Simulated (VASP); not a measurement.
Consider the following.

```xyz
3
Lattice="0.0000 3.0000 3.0000 3.0000 0.0000 3.0000 3.0000 3.0000 0.0000" Properties=species:S:1:pos:R:3 pbc="T T T"
Al     1.5000     1.5000     1.5000
Al     4.5000     4.5000     4.5000
Au     0.0000     0.0000     0.0000
```

The numbers are results of r2SCAN meta-GGA, VASP's PBE PAW potentials (set 64) (plane waves; VASP 6.6.1), not measurements. Settings: 480 eV cut-off, 8×8×8 Γ-centred mesh, first-order Methfessel-Paxton smearing of 0.10 eV, potentials Al Au.

Unless said otherwise, spin-orbit coupling is left out, though it shifts the bands of the heavy elements here.

Q: What does the run give for the energy per atom (σ→0), band gap (on the k-mesh) with the smallest direct gap where there is one?

A: 
The band gap (on the k-mesh) is none (metal, semimetal or under 0.01 eV) and the energy per atom (σ→0) is -21.851 eV/atom.

The absolute energy has meaning only against runs of the same code, potentials and settings.

The compound is AuAl2 in the fluorite structure. The cell was not relaxed at this level. The start is the result of an earlier pass. The electron count is odd and the run is not spin-polarised, which forces a metal.
